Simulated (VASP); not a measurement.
Data:

```
BiIn
1.0
    4.84796     0.00000     0.00000
    0.00000     4.84796     0.00000
    0.00000     0.00000     5.15543
In Bi
2 2
Direct
  0.50000   0.50000   0.00000
  0.00000   0.00000   0.00000
  0.50000   0.00000   0.36001
  0.00000   0.50000   0.63999
```

All values below come from PBEsol GGA, VASP's PBE PAW potentials (set 64) (plane waves; VASP 6.6.1). Run with 300 eV cut-off, 5×5×5 Γ-centred mesh, Gaussian smearing of 0.27 eV, potentials In_d Bi_d.

Unless said otherwise, spin-orbit coupling is left out, though it shifts the bands of the heavy elements here.

Estimate the energy per atom (σ→0), largest force, band gap (on the k-mesh) with the smallest direct gap where there is one.

The band gap (on the k-mesh) comes out as none (metal, semimetal or under 0.01 eV) and the energy per atom (σ→0) comes out as -3.653 eV/atom. The largest force is 0.420 eV/Å.

The structure comes from a computed database's InBi entry (P4/nmm); how it stands against other phases isn't given here. The cell was not relaxed at this level.
